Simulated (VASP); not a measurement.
Here is a VASP 6.6.1 calculation.

Contents of INCAR:

```
ALGO = Fast ; EDIFF = 1E-7
ENCUT = 520 ; GGA = PS
ISIF = 2 ; ISMEAR = 0
LASPH = T ; LCHARG = F
LREAL = F ; LWAVE = F
NBANDS = 9 ; NELM = 100
PREC = Accurate ; SIGMA = 0.1
```

File KPOINTS:

```
k-points
0
Gamma
  12 12 7
```

Contents of POSCAR:

```
Mg
1.0
    3.0518541680      0.0000000000      0.0000000000
   -1.5259270840      2.6429832381      0.0000000000
    0.0000000000      0.0000000000      5.3835485149
Mg
2
Direct
    0.3333333333      0.6666666667      0.2500000000
    0.6666666667      0.3333333333      0.7500000000
```

Potentials or basis: VASP PAW PBE potentials, release 64 (Mg).

Run with:

```console
$ cat potpaw_PBE.64/Mg/POTCAR > POTCAR
$ mpirun -np 1 vasp_std > vasp.out
```

Problem. Estimate the pressure.

Solution. 1.9 GPa.

Problem. Predict the band gap on the k mesh.

Solution. None (metal or under the smearing width).

Stress tensor (GPa, compression positive):
```
 3.20  0.00  0.00
 0.00  3.20  0.00
 0.00  0.00 -0.85
```

Caveat: the PAW data sets were made with another functional, which shifts forces and pressure a little.
